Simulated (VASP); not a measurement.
Method: LDA (Ceperley-Alder, Perdew-Zunger), VASP's LDA PAW potentials (set 64) (plane waves; VASP).

VASP input:

### KPOINTS
```
Automatic
0
gamma
 8 8 8
0 0 0
```

INCAR:
```
PREC = Accurate
SYSTEM = SrO
LREAL = .False.
ALGO = Normal   # blocked Davidson
LWAVE = .False.
EDIFFG = -0.01   # ionic stop
NELM = 100   # most electronic steps
SIGMA = 0.05
LASPH = .True.
IBRION = 2
ISMEAR = 0
LMAXMIX = 4   # l cut-off of mixed one-centre charges
LCHARG = .False.
ENCUT = 520
EDIFF = 1E-6   # SCF stop (eV)
NSW = 60
ISIF = 3   # ions, shape and volume
```

POSCAR:
```
SrO
1
    0.0000000000     2.5388467148     2.5388467148
    2.5388467148     0.0000000000     2.5388467148
    2.5388467148     2.5388467148     0.0000000000
Sr O
1 1
Direct
  0.0000000000   0.0000000000   0.0000000000
  0.5000000000   0.5000000000   0.5000000000
```

POTCAR, in this order: Sr_sv O (LDA.64 set). Program: vasp_std.

Predict the energy per atom (σ→0), band gap (on the k-mesh).

The energy per atom (σ→0) comes out as -6.694 eV/atom and the band gap (on the k-mesh) is 3.07 eV.

File OSZICAR:
```
...
DAV:   6    -0.135801623407E+02    0.20021E+01   -0.10061E+01   788   0.245E+01    0.225E+01
DAV:   7    -0.134331650523E+02    0.14700E+00   -0.59383E-01   872   0.707E+00    0.127E+01
DAV:   8    -0.133882809884E+02    0.44884E-01   -0.15369E-01   764   0.409E+00    0.119E+00
DAV:   9    -0.133875561140E+02    0.72487E-03   -0.90661E-03  1100   0.805E-01    0.255E-01
DAV:  10    -0.133876220432E+02   -0.65929E-04   -0.64802E-04   816   0.260E-01    0.870E-02
DAV:  11    -0.133876242302E+02   -0.21870E-05   -0.10233E-04   812   0.930E-02    0.198E-02
DAV:  12    -0.133876246321E+02   -0.40188E-06   -0.92565E-06   808   0.310E-02
   1 F= -.13387625E+02 E0= -.13387625E+02  d E =-.133876E+02
```

The compound is SrO in the rock salt structure. It was relaxed first. The start is the result of an earlier pass.
